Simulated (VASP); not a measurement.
```yaml
crystal:
  lattice:
    - [0.00000, 2.48490, 2.48490]
    - [2.48490, 0.00000, 2.48490]
    - [2.48490, 2.48490, 0.00000]
  atoms:
    - { symbol: Pb, position: [0.00000, 0.00000, 0.00000] }
```

Level of theory: revPBE GGA, VASP's PBE PAW potentials (set 64) (plane waves; VASP). Run with 520 eV cut-off, 12×12×12 Γ-centred mesh, first-order Methfessel-Paxton smearing of 0.10 eV, potentials Pb_d.

Task: Give the stress tensor in GPa (positive for a compressed cell).

Result: 
```
3.23  0.00  0.00
0.00  3.23  0.00
0.00  0.00  3.23
```
The pressure is its mean diagonal, 3.23 GPa.

The compound is Pb in the fcc structure. This cell is one point of a volume scan, at 0.94 of the reference volume.
